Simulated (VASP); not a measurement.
An input for Ansatz (written as the equivalent of a VASP run, and not itself run):

Ansatz 0.2 input:
```yaml
crystal:
  lattice:
    - [4.2467000, 0.0000000, 0.0000000]
    - [0.0000000, 4.2467000, 0.0000000]
    - [0.0000000, 0.0000000, 4.2467000]
  atoms:
    - { symbol: Cu, position: [0.2599110, 0.2464250, 0.7475820] }
    - { symbol: Cu, position: [0.2422130, 0.7483890, 0.2484330] }
    - { symbol: Cu, position: [0.7527930, 0.7411020, 0.7527050] }
    - { symbol: Cu, position: [0.7450320, 0.2675420, 0.2522150] }
    - { symbol: O, position: [0.4997060, 0.4999130, 0.4990670] }
    - { symbol: O, position: [0.0003440, -0.0033720, -0.0000020] }
kpoints:
  mp_grid: { grid: [5, 5, 5] }
hamiltonian:
  xc: pbe
  pseudopotentials: { kind: paw }
scf:
  occupations: { method: gaussian, width: 0.01 }
  max_iter: 100
relax:
  max_steps: 50
  f_tol: 0.03
output: { forces: true, stress: true, eigenvalues: true }
```

### Question
Translate this input to VASP (INCAR, KPOINTS, POSCAR, choice of POTCAR).

### Answer
Several could match; the one computed here: 
**POSCAR**
```
Cu2O
1.0
  4.2467000000   0.0000000000   0.0000000000
  0.0000000000   4.2467000000   0.0000000000
  0.0000000000   0.0000000000   4.2467000000
Cu O
4 2
Cartesian
  1.1037640437   1.0464930475   3.1747564794
  1.0286059471   3.1781835663   1.0550204211
  3.1968860331   3.1472378634   3.1965123235
  3.1639273944   1.1361706114   1.0710814405
  2.1221014702   2.1229805371   2.1193878289
  0.0014608648  -0.0143198724  -0.0000084934
```

INCAR:
```
! general
SYSTEM   =  Cu2O
PREC     =  Accurate
ENCUT    =  400
LREAL    =  .False.   ! projection in real space or not
LASPH    =  .True.

! electronic loop
EDIFF    =  1E-03
NELM     =  100   ! most electronic steps
ALGO     =  Normal
LMAXMIX  =  4   ! l cut-off of mixed one-centre charges

! smearing
ISMEAR   =  0   ! Gaussian
SIGMA    =  0.01   ! width (eV)

! functional
GGA      =  PE   ! PBE

! ions
IBRION   =  2   ! conjugate gradients
NSW      =  50   ! most ionic steps
ISIF     =  2
EDIFFG   =  -0.03   ! ionic stop

! output
LWAVE    =  .False.
LCHARG   =  .False.
```

**KPOINTS**
```
Regular mesh
0
gamma
 5 5 5
```

POTCAR, in this order: Cu O (PBE.64 set). Program: vasp_std.

Limits of the translation: each code has its own PAW files, so the cut-off isn't converted (ENCUT is set for VASP's; basis.ecutwfc is left out, and Ansatz then takes the one that its files recommend); Ansatz stops its SCF on the density residual and VASP on the energy change (EDIFF).

The structure comes from a computed database's Cu2O entry; how it stands against other phases isn't given here. In the starting cell atoms are displaced from their ideal sites. This run relaxes the ions in a fixed cell. The run is one of a series of settings (EDIFF = 1E-03, EDIFFG = -0.03, IBRION = 2, NSW = 50 against the base run), some of them coarse on purpose.
